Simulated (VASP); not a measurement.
The system is Zr3B5.

```xyz
8
Lattice="3.9280 0.0000 0.0000 0.0000 3.9280 0.0000 0.0000 0.0000 3.9280" Properties=species:S:1:pos:R:3 pbc="T T T"
Zr    1.9640    0.0000    0.0000
Zr    0.0000    1.9640    0.0000
Zr    0.0000    0.0000    1.9640
B     0.0000    1.9640    1.9640
B     1.9640    0.0000    1.9640
B     1.9640    1.9640    0.0000
B     1.9640    1.9640    1.9640
B     0.0000    0.0000    0.0000
```

The cell was built by a generator and needn't be a form met in nature.

The cell isn't the ideal one: random cell by space group and Wyckoff sites (Pm-3m, No. 221).

* Program: VASP 6.6.1
* Task: relaxation of cell and atoms
* Functional: PBE
* Potentials or basis: VASP PAW PBE potentials, release 64 (Zr_sv, B)
* Cutoff: 600 eV
* k mesh: 4 × 4 × 4
* Occupations: gaussian, width 0.1 eV
* Spin: no spin polarisation

At the start: pressure 209.7 GPa; volume 7.58 Å³/atom.

Task: Where does the relaxation end?

Result: Over 9 steps the energy falls by 2634.1 meV/atom and the volume is 13.84 Å³/atom (+82.6 %); space group Pm-3m (No. 221, to 0.05 Å).

Step by step:
```tsv
step	energy change (eV)	largest force (eV/Å)	pressure (GPa)	volume (Å³)
1	0.0000	0.0000	209.70	60.61
2	118.7318	0.0000	23.90	195.82
3	52.1984	0.0000	-7.04	328.79
4	1.9754	0.0000	-20.80	279.69
5	-5.1275	0.0000	-22.99	230.75
6	-7.9926	0.0000	-24.21	211.72
7	-9.3516	0.0000	-24.70	203.30
8	-21.0382	0.0000	3.75	107.87
9	-21.0731	0.0000	0.27	110.69
```

Final structure:
```cif
data_structure
_symmetry_space_group_name_H-M 'P 1'
_symmetry_Int_Tables_number 1
_cell_length_a 4.8014
_cell_length_b 4.8014
_cell_length_c 4.8014
_cell_angle_alpha 90.000
_cell_angle_beta 90.000
_cell_angle_gamma 90.000
_cell_volume 110.69
loop_
_atom_site_label
_atom_site_type_symbol
_atom_site_fract_x
_atom_site_fract_y
_atom_site_fract_z
_atom_site_occupancy
Zr1 Zr 0.50000 0.00000 0.00000 1
Zr2 Zr 0.00000 0.50000 0.00000 1
Zr3 Zr 0.00000 0.00000 0.50000 1
B1 B 0.00000 0.50000 0.50000 1
B2 B 0.50000 0.00000 0.50000 1
B3 B 0.50000 0.50000 0.00000 1
B4 B 0.50000 0.50000 0.50000 1
B5 B 0.00000 0.00000 0.00000 1
```

Caveat: the k mesh is coarse (spacing up to 0.40 Å⁻¹), so the values aren't converged; the volume moved by over 15 % at a fixed basis, so the end points are rough.
